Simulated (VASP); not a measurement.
An input for Quantum ESPRESSO's pw.x (written as the equivalent of a VASP run, and not itself run):

```
&CONTROL
  calculation = 'vc-relax'
  pseudo_dir = './pseudo'
  outdir = './out'
  tprnfor = .true.
  tstress = .true.
  nstep = 40
  forc_conv_thr = 0.00078
/
&SYSTEM
  ibrav = 0
  nat = 2
  ntyp = 1
  ecutwfc = 102
  occupations = 'smearing'
  smearing = 'methfessel-paxton'
  degauss = 0.00735
  input_dft = 'pz'
/
&ELECTRONS
  conv_thr = 7.3e-08
  electron_maxstep = 100
/
&IONS
/
&CELL
  press = 100
/
ATOMIC_SPECIES
  Cd 112.414 Cd.upf
CELL_PARAMETERS angstrom
     1.4587211   -2.5265794    0.0000000
     1.4587211    2.5265794    0.0000000
     0.0000000    0.0000000    5.0995638
ATOMIC_POSITIONS crystal
  Cd   0.3333330  0.6666670  0.2500000
  Cd   0.6666670  0.3333330  0.7500000
K_POINTS automatic
  14 14 7 0 0 0
```

**Question.** Translate this input to VASP (INCAR, KPOINTS, POSCAR, choice of POTCAR).

**Answer.** One answer among several that fit: 
**INCAR**
```
SYSTEM = Cd
PREC = Accurate
ENCUT = 500
EDIFF = 1E-6
NELM = 100
ALGO = Normal
LREAL = .FALSE.
LASPH = .TRUE.
ISMEAR = 1
SIGMA = 0.1
LMAXMIX = 4
LWAVE = .FALSE.
LCHARG = .FALSE.
IBRION = 2
ISIF = 3
NSW = 40
EDIFFG = -0.02
PSTRESS = 100
```

### POSCAR
```
Cd
1
    1.4587211103    -2.5265794375     0.0000000000
    1.4587211103     2.5265794375     0.0000000000
    0.0000000000     0.0000000000     5.0995638453
Cd
2
Direct
  0.3333330000   0.6666670000   0.2500000000
  0.6666670000   0.3333330000   0.7500000000
```

File KPOINTS:
```
Automatic mesh
0
Gamma
14 14 7
0 0 0
```

POTCAR, in this order: Cd (LDA.64 set). Program: vasp_std.

Limits of the translation: the potentials are each code's own (VASP's PAW set, PseudoDojo norm-conserving files in pw.x), so ENCUT and ecutwfc are chosen apart and not converted; conv_thr bounds pw.x's estimated SCF error, while EDIFF bounds the energy change between steps; forc_conv_thr acts on force components and is met together with etot_conv_thr.

The compound is Cd in the hcp structure. This run relaxes it under an external pressure of 10 GPa. Symmetry was kept, so distortions that lower it aren't found.
